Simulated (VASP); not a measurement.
Here is the system:

```xyz
4
Lattice="1.6228 -2.8107 0.0000 1.6228 2.8107 0.0000 0.0000 0.0000 5.2781" Properties=species:S:1:pos:R:3 pbc="T T T"
Ga     1.6228    -0.9369     2.6391
Ga     1.6228     0.9369     0.0000
N      1.6228    -0.9369     4.6289
N      1.6228     0.9369     1.9899
```

Computed with PBE GGA, VASP's PBE PAW potentials (set 64) (plane waves; VASP). Run with PREC = Normal, EDIFF = 1E-5, 400 eV cut-off, 12×12×8 Γ-centred mesh, Gaussian smearing of 0.050 eV, potentials Ga N.

At this cut-off the stress carries a Pulay error, which pulls relaxed volumes low.

**Question.** Give the stress tensor in GPa (positive for a compressed cell).

**Answer.** 
```
-2.53   0.00   0.00
 0.00  -2.53   0.00
 0.00   0.00  -2.52
```
The pressure is its mean diagonal, -2.52 GPa.

The compound is GaN in the wurtzite structure. It was relaxed first, which changed the volume by +5 %.
